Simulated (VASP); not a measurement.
Ir, 1 atom in the cell. It takes space group Fm-3m (No. 225, cubic). Conventional cell: a = 3.742 Å, b = 3.742 Å, c = 3.742 Å, α = 90.00°, β = 90.00°, γ = 90.00°. Ir (site symmetry m-3m) has 12 Ir at 2.65 Å as nearest neighbours.  The cell isn't the ideal one: a relaxed cell with its volume scaled by 0.94.

* Program: VASP 6.6.1
* Task: relaxation of the atoms
* Functional: LDA
* Potentials or basis: VASP PAW LDA potentials, release 64 (Ir)
* Cutoff: 600 eV
* k mesh: 16 × 16 × 16
* Occupations: methfessel-paxton, width 0.1 eV
* Spin: no spin polarisation
* Further INCAR settings: ALGO = Normal; EDIFF = 1e-07; IBRION = 2; EDIFFG = -0.01; NSW = 40

Potentials or basis: VASP PAW LDA potentials, release 64 (Ir).

Command:

```console
$ cat potpaw_LDA.64/Ir/POTCAR > POTCAR
$ mpirun -np 1 vasp_std > vasp.out
```

Hardware: 1 thread of AMD EPYC 9R45 (Zen 5), on a shared host.

Problem. How long does it take, and how much memory?

Solution. Wall time 12 s on 1 thread of AMD EPYC 9R45 (Zen 5) (shared host), peak memory 0.12 GiB. Counts: scf iterations 12, k points 145, ion steps 1.
